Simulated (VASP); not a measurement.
# Al15CoN16 (a cell with a defect) in VASP: further runs

One crystal, Al15CoN16 (a cell with a defect), is run at these levels: PBEsol+U; tasks: single point, relaxation of the atoms.

Program: VASP 6.6.1. These are calculated values, not measurements. Logs are shortened: lines on timing, memory, paths and dates and some standing lists are left out, and cuts for length are marked.

## Step 1: Starting point

The cell holds a defect, 32 atoms: a = 6.220 Å, b = 6.220 Å, c = 9.960 Å, α = 90.00°, β = 90.00°, γ = 120.00°.

## Step 2: Single point, PBEsol+U, collinear spin, ferromagnetic start

Input file INCAR:

```
ALGO     = Normal         # electronic algorithm
EDIFF    = 1E-5           # SCF threshold, eV
ENCUT    = 450            # plane-wave cutoff, eV
GGA      = PS             # functional
ISIF     = 2              # what is computed and relaxed
ISMEAR   = 0              # smearing method
ISPIN    = 2              # spin polarisation
ISYM     = 0            
KPAR     = 4            
LASPH    = True           # aspherical terms in the spheres
LCHARG   = False          # write CHGCAR
LDAU     = True           # DFT+U
LDAUJ    = 0 0 0        
LDAUL    = 2 -1 -1        # shell
LDAUPRINT= 1            
LDAUTYPE = 2            
LDAUU    = 4 0 0          # U, eV
LMAXMIX  = 4              # l up to which the mixer works
LORBIT   = 11             # projections on sites
LREAL    = Auto         
LWAVE    = False          # write WAVECAR
MAGMOM   = 2 0 0 0 0 0 0 0 0 0 0 0 0 0 0 0 0 0 0 0 0 0 0 0 0 0 0 0 0 0 0 0 # initial moments
NBANDS   = 93             # bands
NELM     = 120            # most SCF steps
NUPDOWN  = 2              # fixed moment
PREC     = Accurate       # precision mode
SIGMA    = 0.03           # smearing width, eV
```

Input file KPOINTS:

```
k-points
0
Gamma
  4 4 2
```

Input file POSCAR:

```
Al15CoN16                               
1.0
    6.2200008610      0.0000000000      0.0000000000
   -3.1100004305      5.3866787572      0.0000000000
    0.0000000000      0.0000000000      9.9600000000
  Co              Al              N             
     1    15    16
Direct
     0.3347336940401443    0.1677450543209002    0.0020303404667590
     0.3338702708087025    0.1670308890221292    0.4992128747003385
     0.3372740824188699    0.6688215054038185    0.0025294420077130
     0.3344704459782102    0.6671625670947322    0.5004180786774337
     0.8330828131134288    0.1653499363307558    0.0023326531515144
     0.8337563870806194    0.1667965770978786    0.5004930338620766
     0.8335570513888769    0.6689739384284413    0.0022617405180556
     0.8342538290775317    0.6674034430080813    0.5004631443781298
     0.1666485482812472    0.3339489958250196    0.2514005718206485
     0.1672475414577860    0.3344513881215140    0.7488866775780549
     0.1671068254513372    0.8334725577970638    0.2513257336923528
     0.1676185379342625    0.8345304767328575    0.7488261447076591
     0.6670427437035732    0.3340889148218684    0.2513982971380935
     0.6673652387614563    0.3345746911375470    0.7486420548441979
     0.6673910955751585    0.8340007391975734    0.2515508706635651
     0.6673092889715647    0.8343885853793745    0.7502117978099802
     0.3332817865737605    0.1670395876802473    0.1985867587828986
     0.3339891448709544    0.1678333144554312    0.6904806988805526
     0.3342172807681419    0.6672947975262192    0.1924434141703502
     0.3349842413197793    0.6681862932529550    0.6906461977566849
     0.8334806010879888    0.1672596722036061    0.1922991993881357
     0.8334330855000419    0.1667828336739061    0.6907463884924077
     0.8339080233911740    0.6673435067475564    0.1922538285500528
     0.8338041553171558    0.6684025441910227    0.6906864591162811
     0.1666809814809187    0.3341731290288671    0.4421871522989821
     0.1638841267668255    0.3382135273830809    0.9394164686855022
     0.1671496083096814    0.8327576145520483    0.4421274526684248
     0.1644139203489351    0.8266398276736353    0.9393379356035001
     0.6681738815408501    0.3343049152122042    0.4422467545276881
     0.6757357400097946    0.3384285322204533    0.9390372294703266
     0.6675610546330187    0.8337969405129814    0.4415387977480726
     0.6680739740381958    0.8343867039662113    0.9415638078435747
```

Potentials or basis: VASP PAW PBE potentials, release 64 (Co, Al, N).

The run is started by

```console
$ cat potpaw_PBE.64/Co/POTCAR potpaw_PBE.64/Al/POTCAR potpaw_PBE.64/N/POTCAR > POTCAR
$ mpirun -np 4 vasp_std > vasp.out
```

OUTCAR:

```text
EDIFF = 1E-5
   ENCUT = 450
   GGA = PS
   ISIF = 2
   ISMEAR = 0
   ISPIN = 2
   ISYM = 0
   LASPH = True
   LORBIT = 11
   LREAL = Auto
   NELM = 120
   NUPDOWN = 2
   PREC = Accurate

 ion  position               nearest neighbor table
   1  0.335  0.168  0.002-  28 1.94  30 1.94  26 1.94  17 1.96  13 3.06  11 3.07   9 3.07  14 3.10
                            12 3.10  10 3.10   5 3.11   3 3.11   7 3.11   7 3.11   3 3.11   5 3.11
   2  0.334  0.167  0.499-  29 1.89  27 1.89  25 1.89  18 1.91  13 3.05  11 3.05   9 3.05  12 3.06
                            14 3.07  10 3.07   8 3.11   4 3.11   6 3.11   6 3.11   4 3.11   8 3.11
   3  0.337  0.669  0.003-  32 1.88  26 1.89  28 1.89  19 1.89  15 3.05  11 3.06   9 3.07  16 3.08
                             5 3.09   7 3.09  10 3.10  12 3.11   1 3.11   1 3.11   7 3.13   5 3.13
   4  0.334  0.667  0.500-  27 1.88  25 1.89  31 1.89  20 1.89  10 3.06  15 3.06  12 3.06   9 3.06
                            11 3.06  16 3.07   6 3.11   8 3.11   2 3.11   2 3.11   8 3.11   6 3.11
   5  0.833  0.165  0.002-  32 1.88  30 1.89  26 1.89  21 1.89  15 3.06   9 3.06  13 3.07  16 3.08
                             3 3.09   7 3.09  10 3.10  14 3.10   1 3.11   1 3.11   7 3.13   3 3.13
   6  0.834  0.167  0.500-  25 1.89  29 1.89  31 1.89  22 1.89  10 3.06  14 3.06  15 3.06   9 3.06
                            16 3.06  13 3.06   4 3.11   8 3.11   2 3.11   2 3.11   8 3.11   4 3.11
   7  0.834  0.669  0.002-  32 1.88  30 1.89  28 1.89  23 1.89  15 3.06  11 3.06  13 3.07  16 3.08
                             3 3.09   5 3.09  12 3.10  14 3.10   1 3.11   1 3.11   5 3.13   3 3.13
   8  0.834  0.667  0.500-  27 1.88  29 1.89  31 1.89  24 1.89  14 3.05  12 3.06  11 3.06  15 3.06
                            13 3.06  16 3.07   2 3.11   6 3.11   4 3.11   4 3.11   6 3.11   2 3.11
   9  0.167  0.334  0.251-  17 1.87  21 1.89  19 1.89  25 1.90   2 3.05   6 3.06   4 3.06   5 3.06
[... 17 lines left out ...]
  19  0.334  0.667  0.192-  11 1.89  15 1.89   9 1.89   3 1.89
  20  0.335  0.668  0.691-  16 1.89  12 1.89  10 1.89   4 1.89
  21  0.833  0.167  0.192-   9 1.89  13 1.89  15 1.89   5 1.89
  22  0.833  0.167  0.691-  16 1.89  14 1.89  10 1.89   6 1.89
[... 8 lines left out ...]
  31  0.668  0.834  0.442-   6 1.89   4 1.89   8 1.89  15 1.89
  32  0.668  0.834  0.942-   7 1.88   3 1.88   5 1.88  16 1.91

IMPORTANT INFORMATION: All symmetrisations will be switched off!
NOSYMM: (Re-)initialisation of all symmetry stuff for point group C_1.

----------------------------------------------------------------------------------------

                                     Primitive cell

  volume of cell :     333.7113

  direct lattice vectors                    reciprocal lattice vectors
     6.220000861  0.000000000  0.000000000     0.160771682  0.092821574  0.000000000
    -3.110000430  5.386678757  0.000000000     0.000000000  0.185643148  0.000000000
     0.000000000  0.000000000  9.960000000     0.000000000  0.000000000  0.100401606

  length of vectors
     6.220000861  6.220000861  9.960000000     0.185643148  0.185643148  0.100401606

  position of ions in fractional coordinates (direct lattice)
     0.334733694  0.167745054  0.002030340
     0.333870271  0.167030889  0.499212875
     0.337274082  0.668821505  0.002529442
     0.334470446  0.667162567  0.500418079
     0.833082813  0.165349936  0.002332653
     0.833756387  0.166796577  0.500493034
[... 24 lines left out ...]
     0.667561055  0.833796941  0.441538798
     0.668073974  0.834386704  0.941563808

  ion indices of the primitive-cell ions
   primitive index   ion index
                 1           1
                 2           2
                 3           3
                 4           4
                 5           5
                 6           6
[... 24 lines left out ...]
                31          31
                32          32

----------------------------------------------------------------------------------------

 KPOINTS: k-points

Automatic generation of k-mesh.
 Grid dimensions read from file:
 generate k-points for:    4    4    2

 Generating k-lattice:

  Cartesian coordinates                     Fractional coordinates (reciprocal lattice)
[... 110 lines left out ...]
spin component  2

  0.4591  0.0008  0.0015  0.3504  0.0016
  0.0008  0.7201  0.0006 -0.0011  0.3503
  0.0015  0.0006  0.2168  0.0011  0.0010
  0.3504 -0.0011  0.0011  0.7191 -0.0006
  0.0016  0.3503  0.0010 -0.0006  0.4578

 occupancies and eigenvectors

  o =  0.2144  v =  0.0000  0.0000  0.0000  0.0000  0.0000  0.4536  0.4736  0.0275 -0.3148 -0.6856      0.0000  0.0000  0.0000  0.0000  0.0000  0.0000  0.0000  0.0000  0.0000  0.0000
  o =  0.2153  v =  0.0000  0.0000  0.0000  0.0000  0.0000 -0.6064  0.2707  0.4809  0.4209 -0.3882      0.0000  0.0000  0.0000  0.0000  0.0000  0.0000  0.0000  0.0000  0.0000  0.0000
  o =  0.2172  v =  0.0000  0.0000  0.0000  0.0000  0.0000  0.3169 -0.1648  0.8764 -0.2233  0.2336      0.0000  0.0000  0.0000  0.0000  0.0000  0.0000  0.0000  0.0000  0.0000  0.0000
  o =  0.9057  v = -0.5533  0.4211 -0.1472  0.4073 -0.5735  0.0000  0.0000  0.0000  0.0000  0.0000      0.0000  0.0000  0.0000  0.0000  0.0000  0.0000  0.0000  0.0000  0.0000  0.0000
  o =  0.9063  v =  0.5782  0.4066  0.0334 -0.4214 -0.5672  0.0000  0.0000  0.0000  0.0000  0.0000      0.0000  0.0000  0.0000  0.0000  0.0000  0.0000  0.0000  0.0000  0.0000  0.0000
  o =  0.9462  v =  0.1121 -0.0418 -0.9884 -0.0610  0.0714  0.0000  0.0000  0.0000  0.0000  0.0000      0.0000  0.0000  0.0000  0.0000  0.0000  0.0000  0.0000  0.0000  0.0000  0.0000
  o =  0.9628  v =  0.0000  0.0000  0.0000  0.0000  0.0000 -0.4823 -0.4423 -0.0028 -0.6908 -0.3075      0.0000  0.0000  0.0000  0.0000  0.0000  0.0000  0.0000  0.0000  0.0000  0.0000
  o =  0.9630  v =  0.0000  0.0000  0.0000  0.0000  0.0000  0.3057 -0.6926  0.0000  0.4435 -0.4797      0.0000  0.0000  0.0000  0.0000  0.0000  0.0000  0.0000  0.0000  0.0000  0.0000
  o =  0.9695  v =  0.5028  0.4256  0.0190  0.6856  0.3094  0.0000  0.0000  0.0000  0.0000  0.0000      0.0000  0.0000  0.0000  0.0000  0.0000  0.0000  0.0000  0.0000  0.0000  0.0000
  o =  0.9696  v = -0.3068  0.6888 -0.0015 -0.4276  0.4985  0.0000  0.0000  0.0000  0.0000  0.0000      0.0000  0.0000  0.0000  0.0000  0.0000  0.0000  0.0000  0.0000  0.0000  0.0000

 number of electron     133.9999989 magnetization       2.0000000

 Free energy of the ion-electron system (eV)
  ---------------------------------------------------
  ext. energy  EPLUGINS =         0.00000000
  ---------------------------------------------------
  free energy    TOTEN  =      -246.78373689 eV

  energy without entropy =     -246.77879371  energy(sigma->0) =     -246.78126530

 E-fermi :   6.3730     XC(G=0): -11.1710

 val. band max:        6.6189001763   @ k =   0.0000   0.2500   0.0000
 cond. band min:       6.6486515678   @ k =  -0.2500   0.5000   0.5000
 fundamental gap:      0.0297513915
 Fermi energy:         6.6276759802

 spin component 1

 k-point     1 :       0.0000    0.0000    0.0000
  band No.  band energies     occupation
      1      -9.1238      1.00000
      2      -8.2562      1.00000
      3      -8.1938      1.00000
      4      -7.1617      1.00000
      5      -7.1596      1.00000
      6      -7.1219      1.00000
[... 1629 lines left out ...]
     78      12.9876      0.00000
     79      13.0381      0.00000
 Fermi energy:         6.3730399254

 spin component 2

 k-point     1 :       0.0000    0.0000    0.0000
  band No.  band energies     occupation
      1      -9.1320      1.00000
      2      -8.2595      1.00000
      3      -8.2113      1.00000
      4      -7.1701      1.00000
      5      -7.1685      1.00000
      6      -7.1176      1.00000
[... 1629 lines left out ...]
     78      12.9971      0.00000
     79      13.0939      0.00000
 [bands above 79 left out]

------------------------ aborting loop because EDIFF is reached ----------------------------------------

  FORCE on cell =-STRESS in cart. coord.  units (eV):
  Direction    XX          YY          ZZ          XY          YZ          ZX
  --------------------------------------------------------------------------------------
  -------------------------------------------------------------------------------------
  Total        0.8721914      0.8461129      2.3613235     -0.0275739     -0.0674026     -0.1100141
  in kB        4.1874684      4.0622632     11.3369234     -0.1323846     -0.3236059     -0.5281876
  external PRESSURE =       6.5288850 kB  Pullay stress =       0.0000000 kB

 VOLUME and BASIS-vectors are now :
 -----------------------------------------------------------------------------
  energy-cutoff  :      450.00
  volume of cell :      333.71
      direct lattice vectors                 reciprocal lattice vectors
     6.220000861  0.000000000  0.000000000     0.160771682  0.092821574  0.000000000
    -3.110000430  5.386678757  0.000000000     0.000000000  0.185643148  0.000000000
     0.000000000  0.000000000  9.960000000     0.000000000  0.000000000  0.100401606

 POSITION                                       TOTAL-FORCE (eV/Angst)
 -----------------------------------------------------------------------------------
      1.56036      0.90359      0.02022        -0.004114      0.004942     -0.097178
      1.55721      0.89974      4.97216        -0.007110      0.007356      0.052060
      0.01781      3.60273      0.02519        -0.064222     -0.028563     -0.082845
      0.00553      3.59379      4.98416         0.006061      0.013539      0.012752
      4.66754      0.89069      0.02323        -0.003078      0.060554     -0.078548
      4.66723      0.89848      4.98491        -0.001280     -0.008898      0.010159
[... 24 lines left out ...]
      1.55912      4.49140      4.39773        -0.003793      0.001218     -0.004320
      1.56048      4.49457      9.37798        -0.013821      0.001118      0.007796
 -----------------------------------------------------------------------------------
    total drift:                                0.000949      0.008344      0.013647

  FREE ENERGIE OF THE ION-ELECTRON SYSTEM (eV)
  ---------------------------------------------------
  free  energy   TOTEN  =      -246.7837368919 eV

  energy  without entropy=     -246.7787937081  energy(sigma->0) =     -246.78126530

 total charge

# of ion       s       p       d       tot
------------------------------------------
    1        0.454   0.555   7.239   8.248
    2        0.369   0.443   0.000   0.812
    3        0.372   0.446   0.000   0.818
    4        0.370   0.447   0.000   0.817
    5        0.372   0.446   0.000   0.818
    6        0.370   0.447   0.000   0.817
[... 24 lines left out ...]
   31        1.224   2.618   0.000   3.842
   32        1.224   2.617   0.000   3.841
--------------------------------------------------
tot         25.630  48.843   7.239  81.712

 magnetization (x)

# of ion       s       p       d       tot
------------------------------------------
    1        0.017   0.032   2.124   2.172
    2        0.000   0.001   0.000   0.001
    3        0.002   0.001   0.000   0.003
    4        0.000   0.000   0.000   0.000
    5        0.002   0.001   0.000   0.003
    6        0.000   0.000   0.000   0.000
[... 24 lines left out ...]
   31        0.000   0.000   0.000   0.000
   32       -0.000  -0.002   0.000  -0.002
--------------------------------------------------
tot          0.036  -0.216   2.124   1.944
```

It took 7.8 min on 4 MPI ranks of Intel Xeon Platinum 8488C (Sapphire Rapids), shared host; peak memory 0.93 GiB.

Results:

```
Free energy                                           : -246.7837 eV
Largest force                                         : 0.109 eV/Å
Net moment                                            : 2.00 μB per cell
Site moments                                          : Co +2.17; Al +0.00; N -0.02, +0.00, -0.00, -0.07 μB
Valence electrons inside the program's atomic spheres : Co 8.25; Al 0.81, 0.82; N 3.80, 3.84, 3.78
```

Forces in eV/Å, atoms in the order of the input:
```
Co  -0.004  0.005 -0.097
Al  -0.007  0.007  0.052
Al  -0.064 -0.029 -0.083
Al   0.006  0.014  0.013
Al  -0.003  0.061 -0.079
Al  -0.001 -0.009  0.010
Al   0.049 -0.043 -0.071
Al  -0.031  0.010  0.011
Al  -0.059  0.042 -0.037
Al   0.016 -0.007  0.054
Al  -0.004 -0.075 -0.029
Al   0.000  0.002  0.057
Al   0.085  0.040 -0.046
Al   0.008 -0.006  0.080
Al   0.004  0.005 -0.032
Al   0.015 -0.006  0.047
N    0.001 -0.002 -0.005
N    0.000 -0.007 -0.035
N    0.002  0.002  0.013
N   -0.001 -0.013 -0.007
N    0.005 -0.006  0.024
N    0.012  0.009 -0.021
N   -0.004  0.000  0.024
N    0.011 -0.007 -0.013
N    0.022 -0.009 -0.019
N   -0.035  0.034  0.076
N   -0.013  0.028 -0.017
N   -0.002 -0.052  0.086
N   -0.019 -0.009 -0.029
N    0.030  0.019  0.067
N   -0.004  0.001 -0.004
N   -0.014  0.001  0.008
```

Eigenvalues of the final occupation matrices:
```tsv
site	spin	trace	eigenvalues
site 1 d	1	4.70	0.91 0.91 0.95 0.97 0.97
site 1 d	2	2.57	0.21 0.22 0.22 0.96 0.96
```

Caveat: the cutoff is under 1.25 times the usual one of these potentials, so pressure, stress and relaxed cells hold a basis-set (Pulay) error; the PAW data sets were made with another functional, which shifts forces and pressure a little; the total moment is fixed, so each spin has its own Fermi level. The state reached can hang on the start; a lower one may exist.

[end of part 1 of 3]
